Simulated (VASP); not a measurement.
# TaGe (relaxed from the WC structure, space group P-6m2): computed properties

All values below come from PBEsol GGA, VASP's PBE PAW potentials (set 64) (plane waves; VASP).

```
Item                                                                                    Value
----------------------------------  ---------------------------------------------------------
space group                                                                       P-6m2 (187)
cell                                a = b = 3.045 Å, c = 4.107 Å, α = β = 90.00°, γ = 120.00°
volume per atom                                                                16.49 Å^3/atom
band gap (over mesh and band path)                   none (metal, semimetal or under 0.01 eV)
density                                                                           12.77 g/cm³
```

Space group P-6m2 (No. 187); a = b = 3.045 Å, c = 4.107 Å, α = β = 90.00°, γ = 120.00°

| atom | site | symmetry | x | y | z |
|---|---|---|---|---|---|
| Ta | 1a | -6m2 | 0.0000 | 0.0000 | 0.0000 |
| Ge | 1f | -6m2 | 0.6667 | 0.3333 | 0.5000 |

Unless said otherwise, spin-orbit coupling is left out, though it shifts the bands of the heavy elements here.

The structure was generated: TaGe was put into the WC type (P-6m2), which need not be its known phase. It was relaxed first, which changed the volume by -15 %. Symmetry was kept, so distortions that lower it aren't found. The electron count is odd and the run is not spin-polarised, which forces a metal.
